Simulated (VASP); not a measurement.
Energy against volume of Pt3Ti (L1_2). Calculation: PBE GGA, VASP's PBE PAW potentials (set 64) (plane waves; VASP). Settings: 520 eV cut-off, 8×8×8 Γ-centred mesh, first-order Methfessel-Paxton smearing of 0.10 eV, potentials Ti_sv Pt.

```tsv
V (Å³/atom)	E (eV/atom)
14.903	-7.37634
15.364	-7.38755
15.825	-7.37844
16.286	-7.35236
```

Fit these four points and predict the energy of the run at 14.442 Å³/atom.

A cubic in V^(−2/3), the third-order Birch-Murnaghan form, passes through the four points with V0 = 15.37 Å³/atom and B0 = 234 GPa, and gives -7.3408 eV/atom there. The run gave -7.3408 eV/atom, +0.0 meV/atom from the fit; all five points give B0 = 234 GPa.

The compound is Pt3Ti in the L1_2 structure. It was relaxed first.
